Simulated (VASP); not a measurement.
Computed with PBEsol GGA, VASP's PBE PAW potentials (set 64) (plane waves; VASP).

The input files of a VASP run:

File KPOINTS:
```
Automatic mesh
0
Gamma
6 6 2
0 0 0
```

INCAR:
```
! general
SYSTEM =Be3CdTe4
PREC   =Accurate
ENCUT  =400
LREAL  =.FALSE.
LASPH  =.TRUE.

! electronic loop
EDIFF  =1E-6
NELM   =100
ALGO   =Normal
LMAXMIX=4

! smearing
ISMEAR =0
SIGMA  =0.05

! functional
GGA    =PS

! ions
IBRION =2
NSW    =60
ISIF   =3
EDIFFG =-0.02

! output
LWAVE  =.FALSE.
LCHARG =.FALSE.
```

File POSCAR:
```
Be3CdTe4
1
   -0.0000000000     2.9004358825     2.9004358825
    2.9004358825     0.0000000000     2.9004358825
   11.7494684607    11.7494684607    -0.1477249307
Cd Te Be
1 4 3
Direct
  0.0113581620   0.0113581620   0.9914813785
  0.2131176931   0.2131176931   0.0901617302
  0.2369788009   0.2369788009   0.3222658993
  0.2583926657   0.2583926657   0.5562055007
  0.2811607480   0.2811607480   0.7891294390
  0.9779835369   0.9779835369   0.2665123473
  0.9998786552   0.9998786552   0.5000910086
  0.0211297382   0.0211297382   0.7341526964
```

POTCAR, in this order: Cd Te Be (PBE.64 set). Program: vasp_std.

The resulting files:

File OSZICAR:
```
       N       E                     dE             d eps       ncg     rms          rms(c)
DAV:   1     0.183693345328E+03    0.18369E+03   -0.14804E+04  1144   0.109E+03
DAV:   2    -0.176122317573E+02   -0.20131E+03   -0.19736E+03  1402   0.230E+02
DAV:   3    -0.301051972860E+02   -0.12493E+02   -0.12419E+02  1446   0.635E+01
DAV:   4    -0.303287518688E+02   -0.22355E+00   -0.22336E+00  1642   0.813E+00
DAV:   5    -0.303314129736E+02   -0.26611E-02   -0.26604E-02  1500   0.911E-01    0.954E+00
DAV:   6    -0.297019605995E+02    0.62945E+00   -0.14180E+00  1380   0.107E+01    0.676E+00
DAV:   7    -0.296035792043E+02    0.98381E-01   -0.65238E-01  1412   0.405E+00    0.204E+00
DAV:   8    -0.296001558451E+02    0.34234E-02   -0.74570E-02  1322   0.239E+00    0.863E-01
DAV:   9    -0.296002014813E+02   -0.45636E-04   -0.74558E-03  1430   0.670E-01    0.283E-01
DAV:  10    -0.296001347555E+02    0.66726E-04   -0.21345E-03  1390   0.392E-01    0.575E-02
DAV:  11    -0.296001476749E+02   -0.12919E-04   -0.26865E-04  1390   0.981E-02    0.405E-02
DAV:  12    -0.296001559607E+02   -0.82859E-05   -0.40957E-05  1488   0.337E-02    0.215E-02
DAV:  13    -0.296001672033E+02   -0.11243E-04   -0.18605E-05  1386   0.287E-02    0.599E-03
DAV:  14    -0.296001683893E+02   -0.11860E-05   -0.22415E-06  1096   0.863E-03    0.431E-03
DAV:  15    -0.296001686376E+02   -0.24831E-06   -0.52914E-07   732   0.461E-03
   1 F= -.29600169E+02 E0= -.29600169E+02  d E =-.296002E+02
```

OUTCAR:
```
------------------------ aborting loop because EDIFF is reached ----------------------------------------
  FORCE on cell =-STRESS in cart. coord.  units (eV):
  Direction    XX          YY          ZZ          XY          YZ          ZX
  --------------------------------------------------------------------------------------
  Total       -0.0921372     -0.0921372     -0.0921372      0.0607169     -0.0607169     -0.0607169
  in kB       -0.7420776     -0.7420776     -0.7420776      0.4890164     -0.4890164     -0.4890164
  external PRESSURE =      -0.7420776 kB  Pullay stress =       0.0000000 kB
  volume of cell :      198.93
      direct lattice vectors                 reciprocal lattice vectors
     0.000000000  2.900435883  2.900435883    -0.171310944  0.173464820  0.171310944
     2.900435883  0.000000000  2.900435883     0.173464820 -0.171310944  0.171310944
    11.749468461 11.749468461 -0.147724931     0.042289267  0.042289267 -0.042289267
 POSITION                                       TOTAL-FORCE (eV/Angst)
 -----------------------------------------------------------------------------------
     11.68232     11.68232     -0.08058         0.006646      0.006646     -0.006646
      1.67749      1.67749      1.22295        -0.003229     -0.003229      0.003229
      4.47379      4.47379      1.32708        -0.003966     -0.003966      0.003966
      7.28457      7.28457      1.41674         0.000723      0.000723     -0.000723
     10.08734     10.08734      1.51440         0.000349      0.000349     -0.000349
      5.96796      5.96796      5.63379         0.009284      0.009284     -0.009284
      8.77589      8.77589      5.72629        -0.004921     -0.004921      0.004921
      8.68719      8.68719      0.01412        -0.004886     -0.004886      0.004886
 -----------------------------------------------------------------------------------
    total drift:                               -0.000223     -0.000223      0.000163
  FREE ENERGIE OF THE ION-ELECTRON SYSTEM (eV)
  ---------------------------------------------------
  free  energy   TOTEN  =       -29.6001686376 eV

  energy  without entropy=      -29.6001686376  energy(sigma->0) =      -29.60016864

 reached required accuracy - stopping structural energy minimisation
```
(Selected blocks of OUTCAR.)

The structure was generated: Be3CdTe4 was put into an ordered model structure (R3m), which need not be its known phase. It was relaxed first. The start is the result of an earlier pass.
